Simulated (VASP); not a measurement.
Energy against volume of Ge (diamond). Level of theory: AM05 GGA, VASP's PBE PAW potentials (set 64) (plane waves; VASP). Numerical set-up: 520 eV cut-off, 11×11×11 Γ-centred mesh, first-order Methfessel-Paxton smearing of 0.10 eV, potentials Ge_d.

```
V (Å³/atom)  E (eV/atom)
-----------  -----------
22.170          -4.69173
22.856          -4.69664
23.542          -4.69307
24.227          -4.68233
```

Task: Fit these four points and predict the energy of the run at 21.485 Å³/atom.

Result: A cubic in V^(−2/3), the third-order Birch-Murnaghan form, passes through the four points with V0 = 22.89 Å³/atom and B0 = 65 GPa, and gives -4.6768 eV/atom there. The run gave -4.6766 eV/atom, +0.2 meV/atom from the fit; all five points give B0 = 66 GPa.

The compound is Ge in the diamond structure. It was relaxed first.
